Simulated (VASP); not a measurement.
VASP input:

File POSCAR:
```
TiSi
1
    2.9122937097     0.0000000897     0.0000000000
   -1.4561471978     2.5221204871    -0.0000000000
   -0.0000000000     0.0000000000     3.8088463642
Ti Si
1 1
Direct
  0.0000000000   0.0000000000   0.0000000000
  0.6666670000   0.3333330000   0.5000000000
```

**KPOINTS**
```
kpoints
0
Gamma
  13 13 9
```

**INCAR**
```
ALGO=Normal
EDIFF=1E-6
EDIFFG=-0.01
ENCUT=400
IBRION=2
ISIF=3
ISMEAR=1
LASPH=.TRUE.
LCHARG=.FALSE.
LMAXMIX=4
LMIXTAU=.TRUE.
LREAL=.FALSE.
LWAVE=.FALSE.
METAGGA=R2SCAN
NELM=100
NSW=60
PREC=Accurate
SIGMA=0.1
SYSTEM=TiSi
```

POTCAR, in this order: Ti_sv Si (PBE.64 set). Program: vasp_std.

Task: Translate this r2SCAN calculation to Ansatz.

Result: One equivalent input (not run):
Ansatz 0.2 input:
```yaml
crystal:
  lattice:
    - [2.9122937, 0.0000001, 0.0000000]
    - [-1.4561472, 2.5221205, 0.0000000]
    - [0.0000000, 0.0000000, 3.8088464]
  atoms:
    - { symbol: Ti, position: [0.0000000, 0.0000000, 0.0000000] }
    - { symbol: Si, position: [0.6666670, 0.3333330, 0.5000000] }
kpoints:
  mp_grid: { grid: [13, 13, 9] }
hamiltonian:
  xc: r2scan
  pseudopotentials: { kind: paw }
scf:
  occupations: { method: methfessel_paxton, width: 0.1 }
  max_iter: 100
relax:
  max_steps: 60
  f_tol: 0.01
  cell: {}
output: { forces: true, stress: true, eigenvalues: true }
```
What does not carry over: each code has its own PAW files, so the cut-off isn't converted (ENCUT is set for VASP's; basis.ecutwfc is left out, and Ansatz then takes the one that its files recommend); Ansatz stops its SCF on the density residual and VASP on the energy change (EDIFF).

The structure was generated: TiSi was put into the WC type (P-6m2), which need not be its known phase. This run relaxes it. Symmetry was kept, so distortions that lower it aren't found. The start is the result of an earlier pass.
